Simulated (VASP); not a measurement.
A convergence study with VASP on TlCl (CsCl type): a few settings are varied, all else stays as given below, so the limit is that of these other settings.

```
TlCl
1.0
    3.84000     0.00000     0.00000
    0.00000     3.84000     0.00000
    0.00000     0.00000     3.84000
Tl Cl
1 1
Direct
  0.00000   0.00000   0.00000
  0.50000   0.50000   0.50000
```

All values below come from PBE GGA, VASP's PBE PAW potentials (set 64) (plane waves; VASP 6.6.1). The last row used: 550 eV cut-off, 14×14×14 Γ-centred mesh, second-order Methfessel-Paxton smearing of 0.40 eV, potentials Tl_d Cl.

```tsv
setting	E (eV/atom)	pressure (GPa)	irreducible k-points
ISMEAR = -1, SIGMA = 0.01, 4×4×4 mesh	-2.9997	1.18	10
ISMEAR = -1, SIGMA = 0.2, 4×4×4 mesh	-2.9994	1.18	10
ISMEAR = 0, SIGMA = 0.01, 4×4×4 mesh	-2.9997	1.18	10
ISMEAR = 0, SIGMA = 0.2, 4×4×4 mesh	-2.9997	1.18	10
ISMEAR = 1, SIGMA = 0.01, 4×4×4 mesh	-2.9997	1.18	10
ISMEAR = 1, SIGMA = 0.2, 4×4×4 mesh	-2.9995	1.18	10
ISMEAR = 2, SIGMA = 0.01, 4×4×4 mesh	-2.9997	1.18	10
ISMEAR = 2, SIGMA = 0.2, 4×4×4 mesh	-2.9995	1.18	10
ISMEAR = -1, SIGMA = 0.05, 8×8×8 mesh	-3.0032	1.10	35
ISMEAR = -1, SIGMA = 0.2, 8×8×8 mesh	-3.0031	1.10	35
ISMEAR = 0, SIGMA = 0.05, 8×8×8 mesh	-3.0032	1.10	35
ISMEAR = 0, SIGMA = 0.2, 8×8×8 mesh	-3.0032	1.10	35
ISMEAR = 1, SIGMA = 0.05, 8×8×8 mesh	-3.0032	1.10	35
ISMEAR = 1, SIGMA = 0.2, 8×8×8 mesh	-3.0032	1.09	35
ISMEAR = 2, SIGMA = 0.05, 8×8×8 mesh	-3.0032	1.10	35
ISMEAR = 2, SIGMA = 0.2, 8×8×8 mesh	-3.0032	1.10	35
ISMEAR = -1, SIGMA = 0.05, 14×14×14 mesh	-3.0032	1.09	120
ISMEAR = -1, SIGMA = 0.4, 14×14×14 mesh	…	1.10	120
ISMEAR = 0, SIGMA = 0.05, 14×14×14 mesh	-3.0032	1.09	120
ISMEAR = 0, SIGMA = 0.4, 14×14×14 mesh	-3.0032	1.09	120
ISMEAR = 1, SIGMA = 0.05, 14×14×14 mesh	-3.0032	1.09	120
ISMEAR = 1, SIGMA = 0.4, 14×14×14 mesh	…	…	120
ISMEAR = 2, SIGMA = 0.05, 14×14×14 mesh	-3.0032	1.09	120
ISMEAR = 2, SIGMA = 0.4, 14×14×14 mesh	-3.0030	1.04	120
```

Q: Complete the blanks.

A: 
- ISMEAR = -1, SIGMA = 0.4, 14×14×14 mesh, E (eV/atom): -2.9931
- ISMEAR = 1, SIGMA = 0.4, 14×14×14 mesh, E (eV/atom): -3.0027
- ISMEAR = 1, SIGMA = 0.4, 14×14×14 mesh, pressure (GPa): 1.03

Left out are rungs that failed or repeat a setting and relaxations that didn't move; long series are thinned to 24 rows.

The compound is TlCl in the CsCl type structure. The cell was not relaxed at this level.
